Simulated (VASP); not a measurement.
The cell holds one KI (rock salt) (110) slab, with vacuum along c, ions free to move until forces fall under 0.03 eV/Å, no reconstruction beyond this cell, dipole correction on. Ionisation potential and electron affinity count from the cell's own band edges, surface states included.

Consider the following.

```
KI
1.0
    4.96350     0.00000     0.00000
    0.00000     7.01946     0.00000
    0.00000     0.00000    24.81977
K I
4 4
Cartesian
  0.00000   0.00000   8.90331
  2.48175   3.50973  11.03005
  0.00000   0.00000  13.78972
  2.48175   3.50973  15.91646
  2.48175   0.00000  11.23175
  0.00000   3.50973   8.67639
  2.48175   0.00000  16.14339
  0.00000   3.50973  13.58802
```

These are PBEsol GGA, VASP's PBE PAW potentials (set 64) (plane waves; VASP) values and carry that method's errors. Numerical set-up: 400 eV cut-off, 4×3×1 Γ-centred mesh, Gaussian smearing of 0.050 eV, potentials K_sv I.

Unless said otherwise, spin-orbit coupling is left out, though it shifts the bands of the heavy elements here.

```yaml
surface_energy: 0.19 J/m^2
ionisation_potential: 5.44 eV
electron_affinity: 1.88 eV
band gap (on the k-mesh): 3.56 eV
```

The cell is a thin slab with vacuum, built from KI (rock salt): (110) face.
